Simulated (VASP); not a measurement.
Runs of VASP 6.6.1 on Cl2. The cell holds a molecule in a box, 2 atoms: a = 10.000 Å, b = 10.500 Å, c = 11.000 Å, α = 90.00°, β = 90.00°, γ = 90.00°. 

```tsv
level	potentials or basis	cutoff (eV)	smearing	gap on the mesh (eV)
PBEsol	VASP PAW PBE potentials, release 64 (Cl)	520	gaussian 0.02 eV	3.12
PBEsol	VASP PAW PBE potentials, release 64 (Cl)	700	gaussian 0.02 eV	3.12
PBEsol	VASP PAW PBE potentials, release 64 (Cl)	520	gaussian 0.5 eV	3.12
r2SCAN	VASP PAW PBE potentials, release 64 (Cl)	520	gaussian 0.02 eV	3.55
PBEsol	VASP PAW PBE potentials, release 64 (Cl_h)	900	gaussian 0.02 eV	(a)
```

Alike in all rows: task single point; no spin polarisation; cell as given; k mesh 1 × 1 × 1.

Q: Fill in the values left out.

A: (a) 3.11.

A k mesh can miss the band edges.

Not every run made on this cell is shown here.
